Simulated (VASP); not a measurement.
An input for Quantum ESPRESSO's pw.x (written as the equivalent of a VASP run, and not itself run):

```
&CONTROL
  calculation = 'vc-relax'
  pseudo_dir = './pseudo'
  outdir = './out'
  tprnfor = .true.
  tstress = .true.
  nstep = 40
  forc_conv_thr = 0.00078
/
&SYSTEM
  ibrav = 0
  nat = 1
  ntyp = 1
  ecutwfc = 46.3
  occupations = 'smearing'
  smearing = 'methfessel-paxton'
  degauss = 0.00735
  input_dft = 'pbe'
/
&ELECTRONS
  conv_thr = 7.3e-08
  electron_maxstep = 100
/
&IONS
/
&CELL
  press = 200
/
ATOMIC_SPECIES
  Rb 85.468 Rb.upf
CELL_PARAMETERS angstrom
    -1.9322916    1.9322916    1.9322916
     1.9322916   -1.9322916    1.9322916
     1.9322916    1.9322916   -1.9322916
ATOMIC_POSITIONS crystal
  Rb   0.0000000  0.0000000  1.0000000
K_POINTS automatic
  13 13 13 0 0 0
```

Question: Translate this input to VASP (INCAR, KPOINTS, POSCAR, choice of POTCAR).

Answer: One answer among several that fit: 
**POSCAR**
```
Rb
1
   -1.9322915746     1.9322915746     1.9322915746
    1.9322915746    -1.9322915746     1.9322915746
    1.9322915746     1.9322915746    -1.9322915746
Rb
1
Direct
  0.0000000000   0.0000000000   1.0000000000
```

**KPOINTS**
```
Automatic mesh
0
Gamma
13 13 13
0 0 0
```

### INCAR
```
SYSTEM = Rb
PREC = Accurate
ENCUT = 500
EDIFF = 1E-6
NELM = 100
ALGO = Normal
LREAL = .FALSE.
LASPH = .TRUE.
ISMEAR = 1
SIGMA = 0.1
GGA = PE
LMAXMIX = 4
LWAVE = .FALSE.
LCHARG = .FALSE.
IBRION = 2
ISIF = 3
NSW = 40
EDIFFG = -0.02
PSTRESS = 200
```

POTCAR, in this order: Rb_sv (PBE.64 set). Program: vasp_std.

Limits of the translation: the potentials are each code's own (VASP's PAW set, PseudoDojo norm-conserving files in pw.x), so ENCUT and ecutwfc are chosen apart and not converted; conv_thr bounds pw.x's estimated SCF error, while EDIFF bounds the energy change between steps; forc_conv_thr acts on force components and is met together with etot_conv_thr.

The compound is Rb in the bcc structure. This run relaxes it under an external pressure of 20 GPa. Symmetry was kept, so distortions that lower it aren't found.
